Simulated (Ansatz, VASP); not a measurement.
Two plane-wave programs on NiMoIrPdW

INCAR

```
  PREC = Accurate
  ENCUT = 520
  EDIFF = 1E-6
  ISMEAR = -1
  SIGMA = 0.05
  LREAL = F
  LASPH = T
  NELM = 100
  ALGO = Fast
  ISIF = 2
  LWAVE = F
  LCHARG = F
  ISPIN = 2
  MAGMOM = 1 1 0 0.6 0
  LORBIT = 11
  LMAXMIX = 4
  GGA = PE
  LOPTICS = T
  NBANDS = 76
  NEDOS = 2000
  CSHIFT = 0.05
  KPAR = 4
```

KPOINTS

```
regular mesh
0
Gamma
  8 8 5
```

File POSCAR:

```
NiMoIrPdW
1.0
    4.1170500000      0.0000000000      0.0000000000
   -2.0585300000      3.5654700000      0.0000000000
    0.0000000000      0.0000000000      5.4458000000
Ni Mo Pd Ir W
1 1 1 1 1
Direct
    0.0000000000      0.0000000000      0.9577500000
    0.6666700000      0.3333300000      0.9616100000
    0.6666700000      0.3333300000      0.4629500000
    0.3333300000      0.6666700000      0.7257200000
    0.3333300000      0.6666700000      0.2364200000
```

The input input.yaml:

```yaml
crystal:
  lattice:
    - [4.11705, 0.0, 0.0]
    - [-2.05853, 3.56547, 0.0]
    - [0.0, 0.0, 5.4458]
  atoms:
    - { symbol: Ni, position: [0.0, 0.0, 0.95775], spin: 1.0 }
    - { symbol: Mo, position: [0.66667, 0.33333, 0.96161], spin: 1.0 }
    - { symbol: Pd, position: [0.66667, 0.33333, 0.46295] }
    - { symbol: Ir, position: [0.33333, 0.66667, 0.72572], spin: 0.6 }
    - { symbol: W, position: [0.33333, 0.66667, 0.23642] }
hamiltonian:
  xc: pbe
  pseudopotentials: { kind: paw }
magnetization:
  spin_polarized: true
kpoints:
  mp_grid: { grid: [8, 8, 5] }
scf:
  occupations: { method: fermi_dirac, width: 0.05 }
output:
  forces: true
  stress: true
  eigenvalues: true
```

The cell was built by a generator and needn't be a form met in nature.

Alike in both runs: functional PBE; k mesh 8 × 8 × 5; occupations fermi-dirac, width 0.05 eV; collinear spin, ferromagnetic start.

|  | VASP | Ansatz |
| --- | --- | --- |
| version | VASP 6.6.1 | Ansatz 0.2.0 |
| potentials or method | VASP PAW PBE potentials, release 64 (Ni, Mo_sv, Pd, Ir, W_sv) | Ansatz PAW |
| plane-wave cutoff (eV) | 520 | 420 |
| valence electrons in the cell | 57 | 81 |
| task | optical spectrum | single point |

|  | VASP | Ansatz | Ansatz less VASP |
| --- | --- | --- | --- |
| gap on the k mesh at the Fermi level (eV) | none | none | - |
| pressure (GPa) | 0.2 | 0.0 | -0.17 |
| rms of the force components (eV/Å) | 0.015 | 0.014 | -0.0001 |
| net moment per atom (μB) | 0.00 | 0.00 | 0.000 |

Atom by atom the forces differ by 0.005 eV/Å (rms over components). A gap of «none» marks a metal or a gap that the smearing closes. The two sets of potentials don't hold the same shells in valence.

Caveats: spectra need much finer meshes, so this one isn't converged (VASP); independent-particle spectra lack excitons (VASP); the intraband (Drude) part of a metal's response may be missing (VASP); the starting moments weren't kept (Ansatz). The runs have no spin-orbit coupling, so splittings on Ir, W are missing.
